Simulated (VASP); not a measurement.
AgI (wurtzite), at 0.96 of the tabulated volume:

```
AgI
1.0
    2.26398    -3.92133     0.00000
    2.26398     3.92133     0.00000
    0.00000     0.00000     7.40850
Ag I
2 2
Direct
  0.66667   0.33333   0.50000
  0.33333   0.66667   0.00000
  0.66667   0.33333   0.87500
  0.33333   0.66667   0.37500
```

The lowest empty band near Γ, direction a*, from mBJ (TB09) with spin-orbit coupling in VASP (PAW); its two spin partners are averaged. The gap over the points computed is 2.51 eV, and the next band on that side lies 0.97 eV away at the edge.

Numerical set-up: 400 eV cut-off, 6×6×4 Γ-centred mesh, Gaussian smearing of 0.050 eV, potentials Ag I.

```
distance from the edge in k (1/Å)  distance in energy (meV)
---------------------------------  ------------------------
0.018                                                   4.5
0.025                                                   8.6
0.035                                                  16.8
0.050                                                  34.0
0.070                                                  65.7
```

Question: Fit E(1 + αE) = ħ²k²/2m* (ħ²/2m0 = 3.810 eV Å²) and predict the row at 0.095 1/Å.

Answer: Least squares on the energies gives the electron mass m* = 0.276 m0 and α = 0.47 per eV, and so 118.2 meV. The run gave 118.3 meV, +0.1 meV from the fit.

Left out are points under 3 meV from the edge, since the levels carry 0.1 meV, and points farther than half the way to the next band.

The compound is AgI in the wurtzite structure. The cell was not relaxed at this level.
